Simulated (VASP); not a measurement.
An input for Quantum ESPRESSO's pw.x (written as the equivalent of a VASP run, and not itself run):

```
&CONTROL
  calculation = 'scf'
  pseudo_dir = './pseudo'
  outdir = './out'
  tprnfor = .true.
  tstress = .true.
/
&SYSTEM
  ibrav = 0
  nat = 2
  ntyp = 2
  ecutwfc = 74
  occupations = 'smearing'
  smearing = 'gaussian'
  degauss = 0.003675
  input_dft = 'pbe'
/
&ELECTRONS
  conv_thr = 7.3e-08
  electron_maxstep = 100
/
ATOMIC_SPECIES
  K 39.098 K.upf
  I 126.904 I.upf
CELL_PARAMETERS angstrom
     0.0000000    3.6057000    3.6057000
     3.6057000    0.0000000    3.6057000
     3.6057000    3.6057000    0.0000000
ATOMIC_POSITIONS crystal
  K    0.0000000  0.0000000  0.0000000
  I    0.5000000  0.5000000  0.5000000
K_POINTS automatic
  6 6 6 0 0 0
```

Translate this input to VASP (INCAR, KPOINTS, POSCAR, choice of POTCAR).

One answer among several that fit: 
### POSCAR
```
KI
1
    0.0000000000     3.6057000000     3.6057000000
    3.6057000000     0.0000000000     3.6057000000
    3.6057000000     3.6057000000     0.0000000000
K I
1 1
Direct
  0.0000000000   0.0000000000   0.0000000000
  0.5000000000   0.5000000000   0.5000000000
```

INCAR:
```
SYSTEM = KI
PREC = Accurate; ENCUT = 400; LREAL = F
LASPH = T
EDIFF = 1E-6; NELM = 100; ALGO = Normal
LMAXMIX = 4
ISMEAR = 0; SIGMA = 0.05
GGA = PE
ISIF = 2
LWAVE = F; LCHARG = F
```

### KPOINTS
```
Automatic mesh
0
Gamma
6 6 6
0 0 0
```

POTCAR, in this order: K_sv I (PBE.64 set). Program: vasp_std.

Limits of the translation: the potentials are each code's own (VASP's PAW set, PseudoDojo norm-conserving files in pw.x), so ENCUT and ecutwfc are chosen apart and not converted; conv_thr bounds pw.x's estimated SCF error, while EDIFF bounds the energy change between steps.

The compound is KI in the rock salt structure. The cell was not relaxed at this level.
